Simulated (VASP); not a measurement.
Given:

```yaml
crystal:
  lattice:
    - [1.88241, 1.08681, 5.61530]
    - [-1.88241, 1.08681, 5.61530]
    - [0.00000, -2.17362, 5.61530]
  atoms:
    - { symbol: Cd, position: [0.00000, 0.00000, 0.00000] }
    - { symbol: Cl, position: [0.75117, 0.75117, 0.75117] }
    - { symbol: Cl, position: [0.24883, 0.24883, 0.24883] }
```

Computed with LDA (Ceperley-Alder, Perdew-Zunger), VASP's LDA PAW potentials (set 64) (plane waves; VASP 6.6.1). Numerical set-up: 400 eV cut-off, 8×8×8 Γ-centred mesh, tetrahedra with Blöchl corrections, potentials Cd Cl.

The cores are frozen, which limits the accuracy of field gradients.

Give the principal components of the electric field gradient (V/Å²) and the asymmetry η at each nucleus.

| atom | Vxx | Vyy | Vzz | η |
|---|---|---|---|---|
| Cd1 | -10.8 | -10.8 | 21.5 | 0.00 |
| Cl2 | 15.3 | 15.3 | -30.6 | 0.00 |
| Cl3 | 15.3 | 15.3 | -30.6 | 0.00 |

The structure comes from a computed database's CdCl2 entry (R-3m); how it stands against other phases isn't given here. It was relaxed first, which changed the volume by -12 %.
